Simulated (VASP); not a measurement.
Input:

```xyz
63
Lattice="7.1466 0.0000 0.0000 0.0000 7.1466 0.0000 0.0000 0.0000 7.1466" Properties=species:S:1:pos:R:3 pbc="T T T"
C      3.5733     0.0000     0.0000
C      4.4697     0.8665     0.8444
C      5.3529     1.7769     0.0023
C      6.2511     2.6855     0.8977
C      5.3861     0.0213     1.7986
C      6.2458     0.8722     2.7274
C      0.0000     0.0000     0.0000
C      0.8933     0.8933     0.8933
C      1.7866     1.7866     0.0000
C      2.7196     2.6645     0.9419
C      3.5261     3.5584    -0.0119
C      4.4931     4.5106     0.8753
C      5.3599     5.3599     0.0000
C      6.2532     6.2532     0.8933
C      1.7866     0.0000     1.7866
C      2.7090     0.9423     2.6884
C      3.5271     1.7813     1.7554
C      5.3726     3.5448     1.7517
C      6.2569     4.4266     2.7031
C      3.6173     0.0444     3.5607
C      4.4762     0.9095     4.4677
C      5.3570     1.7374     3.5300
C      6.2467     2.6731     4.4351
C      5.3599     0.0000     5.3599
C      6.2532     0.8933     6.2532
C      0.0000     3.5733     0.0000
C      0.8933     4.4666     0.8933
C      1.7866     5.3599     0.0000
C      2.6800     6.2532     0.8933
C      0.0000     1.7866     1.7866
C      0.8933     2.6800     2.6800
C      1.8130     3.6040     1.7665
C      2.6437     4.4802     2.6307
C      3.6022     5.3601     1.8364
C      4.4666     6.2532     2.6800
C      0.0000     0.0000     3.5733
C      0.8933     0.8933     4.4666
C      1.7867     1.7829     3.5233
C      2.7289     2.7178     4.4383
C      4.4695     4.4731     4.5000
C      5.3161     5.3706     3.5736
C      6.2532     6.2532     4.4666
C      1.7866     0.0000     5.3599
C      2.6800     0.8933     6.2532
C      3.5473     1.7414     5.3274
C      4.4666     2.6800     6.2532
C      5.3398     3.6099     5.3947
C      6.2532     4.4666     6.2532
C      0.0000     5.3599     1.7866
C      0.8933     6.2532     2.6800
C      0.0000     3.5733     3.5733
C      0.8933     4.4666     4.4666
C      1.7866     5.3599     3.5733
C      2.6800     6.2532     4.4666
C      0.0000     1.7866     5.3599
C      0.8933     2.6800     6.2532
C      1.7866     3.5733     5.3599
C      2.6800     4.4666     6.2532
C      3.5733     5.3599     5.3599
C      4.4666     6.2532     6.2532
C      0.0000     5.3599     5.3599
C      0.8933     6.2532     6.2532
O      3.5838     3.5705     3.5592
```
Cell charge -2.

Level of theory: PBE GGA, VASP's PBE PAW potentials (set 64) (plane waves; VASP 6.6.1). Numerical set-up: PREC = Normal, LREAL = Auto, ISYM = 0, NELECT = 256.0, EDIFF = 1E-5, 400 eV cut-off, 1×1×1 Γ-centred mesh, Gaussian smearing of 0.050 eV, potentials C O.

The cell is charged, with a uniform compensating background. The supercell is sampled at Γ alone, which is coarse: total energies, pressure and levels can be off, energies of defects by several tenths of an eV.

Q: The ions are relaxed. What does this cell relax into?

A: 
```xyz
63
Lattice="7.1466 0.0000 0.0000 0.0000 7.1466 0.0000 0.0000 0.0000 7.1466" Properties=species:S:1:pos:R:3 pbc="T T T"
C      3.5735     7.1409     7.1244
C      4.4381     0.9008     0.9065
C      5.3558     1.7924     0.0228
C      6.2472     2.7101     0.9069
C      5.3454     7.1461     1.7920
C      6.2399     0.9087     2.6853
C      7.1419     0.0063     7.1435
C      0.8876     0.9063     0.8914
C      1.7838     1.7921     7.1343
C      2.6917     2.6727     0.9100
C      3.5821     3.5659     0.0199
C      4.4758     4.4566     0.9099
C      5.3563     5.3647     7.1342
C      6.2422     6.2606     0.8915
C      1.7721     0.0006     1.7846
C      2.6877     0.9044     2.6572
C      3.4904     1.7029     1.7202
C      5.4455     3.6578     1.7200
C      6.2438     4.4607     2.6572
C      3.5753     7.1451     3.5622
C      4.4802     0.9065     4.4406
C      5.4405     1.7077     3.6166
C      6.2419     2.6683     4.4407
C      5.3564     7.1413     5.3569
C      6.2487     0.8996     6.2550
C      0.0075     3.5744     7.1242
C      0.8745     4.4693     0.8692
C      1.7848     5.3637     7.1380
C      2.6788     6.2738     0.8692
C      0.0027     1.8030     1.7921
C      0.9066     2.6942     2.6773
C      1.7861     3.5973     1.7697
C      2.5263     4.6226     2.4984
C      3.5510     5.3623     1.7696
C      4.4543     6.2422     2.6774
C      0.0049     7.1434     3.5585
C      0.9057     0.9054     4.4561
C      1.8262     1.8162     3.5608
C      2.7231     2.6779     4.5395
C      4.4705     4.4255     4.5398
C      5.3324     5.3222     3.5609
C      6.2431     6.2425     4.4562
C      1.7943     7.1444     5.3447
C      2.6847     0.8857     6.2501
C      3.5844     1.7717     5.3833
C      4.4762     2.6724     6.2794
C      5.3765     3.5636     5.3835
C      6.2633     4.4633     6.2500
C      0.0013     5.3761     1.7847
C      0.8771     6.2714     2.6689
C      0.0033     3.5731     3.5624
C      0.9028     4.4599     4.4471
C      1.7886     5.3598     3.5256
C      2.6885     6.2455     4.4468
C      0.0071     1.7918     5.3567
C      0.8946     2.6878     6.2401
C      1.7944     3.5778     5.3661
C      2.6828     4.4654     6.2605
C      3.5703     5.3540     5.3661
C      4.4606     6.2537     6.2400
C      0.0043     5.3537     5.3446
C      0.8917     6.2566     6.2394
O      3.6812     3.4668     3.8605
```
Cell charge -2.

Q: How much energy does the relaxation gain?

A: The energy (σ→0) changes by -51.5 meV/atom, in 21 ionic steps.

The cell is a supercell with a defect, built from C (diamond): O_C-vac_C, charge -2. The run is not spin-polarised, so no state with unpaired spins was tried.
